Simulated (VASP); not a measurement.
VASP runs on TlCl (space group Pm-3m) share one base input (LDA (Ceperley-Alder, Perdew-Zunger), plane waves, VASP's LDA PAW potentials (set 64)) and change the settings named in each case.

POSCAR:
```
TlCl
7.680
  0.5000000000   0.0000000000   0.0000000000
  0.0000000000   0.5000000000   0.0000000000
  0.0000000000   0.0000000000   0.5000000000
Tl Cl
1 1
direct
  0.0000000000   0.0000000000   0.0000000000
  0.5000000000   0.5000000000   0.5000000000
```

**INCAR**
```
SYSTEM = TlCl
PREC = Accurate
ENCUT = 300
EDIFF = 1E-6
NELM = 100
ALGO = Normal
LREAL = .FALSE.
LASPH = .TRUE.
ISMEAR = -1
SIGMA = 0.01
LMAXMIX = 4
LWAVE = .FALSE.
LCHARG = .FALSE.
ISIF = 2
```

KPOINTS:
```
Automatic mesh
0
Gamma
7 7 7
0 0 0
```

POTCAR, in this order: Tl_d Cl (LDA.64 set). Program: vasp_std.

| change | E(σ→0) (eV/atom) | pressure (GPa) |
|---|---|---|
| base run | -3.4698 | -3.69 |
| GGA = PS, POTCAR Tl_d Cl (PBE.64 set) | -3.2292 | (withheld) |
| GGA_COMPAT = .FALSE., LNONCOLLINEAR = .TRUE., LSORBIT = .TRUE., MAGMOM = 0.0 0.0 0.0 0.0 0.0 0.0, program vasp_ncl | -3.5629 | (withheld) |
| KPOINTS 1×1×1 Γ-centred mesh | -3.8335 | -8.48 |

Q: What belongs in the gaps?

A: 
- GGA = PS, POTCAR Tl_d Cl (PBE.64 set), pressure (GPa): -1.96
- GGA_COMPAT = .FALSE., LNONCOLLINEAR = .TRUE., LSORBIT = .TRUE., MAGMOM = 0.0 0.0 0.0 0.0 0.0 0.0, program vasp_ncl, pressure (GPa): -3.83

Energies of different potentials or functionals have different zeros.  Unless said otherwise, spin-orbit coupling is left out, though it shifts the bands of the heavy elements here. At 300 eV the pressure can carry a Pulay error.

Left out are runs that ran out of time, are held back, or changed the cell or the kind of run, fixed moments of cells without a moment, rows past the twelfth, gaps on odd meshes, pressures of charged cells and columns that move by less than the noise.

The structure is a typed TlCl crystal (Pm-3m). The cell was not relaxed at this level.
